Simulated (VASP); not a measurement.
Ba2Re: single point with PBE

Ba2Re:

```
Ba Re
1.0
     5.34370    0.00000    0.00000
    -2.67185    4.62778    0.00000
     0.00000    0.00000    3.52730
Ba Re
2 1
Direct
  0.67484 0.33396 0.74718
  0.32868 0.67278 0.27253
  0.00059 0.98956 0.00123
```

The cell was built by a generator and needn't be a form met in nature.

The cell isn't the ideal one: atoms moved at random, drawn with an rms of 0.05 Å.

| Quantity | Value |
| --- | --- |
| Program | VASP 6.6.1 |
| Task | single point |
| Functional | PBE |
| Potentials or basis | VASP PAW PBE potentials, release 64 (Ba_sv, Re) |
| Cutoff | 520 eV |
| k mesh | 6 × 6 × 8 |
| Occupations | fermi-dirac, width 0.05 eV |
| Spin | no spin polarisation |

| Item | Value |
| --- | --- |
| Pressure | 1.9 GPa |
| Largest force | 0.350 eV/Å |
| Band gap on the k mesh | none (metal or under the smearing width) |

Forces in eV/Å, atoms in the order of the input:
```
Ba  -0.226 -0.003 -0.041
Ba   0.314 -0.148  0.043
Re  -0.088  0.151 -0.002
```

Stress tensor (GPa, compression positive):
```
1.90 0.60 0.05
0.60 2.27 0.01
0.05 0.01 1.43
```

Levels at points of the mesh, in eV from the Fermi level:
| k point | band 12 | band 13 | band 14 | band 15 | band 16 | band 17 |
| --- | --- | --- | --- | --- | --- | --- |
| (0.00, 0.00, 0.00) | 0.00 | 0.02 | 0.31 | 0.36 | 0.64 | 0.88 |
| (0.50, 0.00, 0.00) | -0.45 | -0.33 | -0.17 | 0.57 | 1.16 | 1.83 |
| (0.00, 0.50, 0.00) | -0.50 | -0.39 | -0.12 | 0.58 | 1.23 | 1.86 |
| (0.50, 0.50, 0.00) | -0.59 | -0.46 | -0.12 | 0.61 | 1.41 | 1.85 |
| (0.00, 0.00, 0.50) | -0.30 | -0.22 | -0.01 | 0.01 | 0.35 | 2.31 |
| (0.50, 0.00, 0.50) | -0.64 | -0.56 | -0.27 | 0.82 | 2.20 | 2.28 |
| (0.00, 0.50, 0.50) | -0.63 | -0.60 | -0.27 | 0.81 | 2.26 | 2.31 |
| (0.50, 0.50, 0.50) | -0.64 | -0.61 | -0.28 | 0.80 | 2.28 | 2.49 |

It took 2.1 min on 1 thread of Intel(R) Xeon(R) Platinum 8559C (Emerald Rapids), with other jobs on the host, peak memory 0.39 GiB.

The run has no spin-orbit coupling, so splittings on Ba, Re are missing.
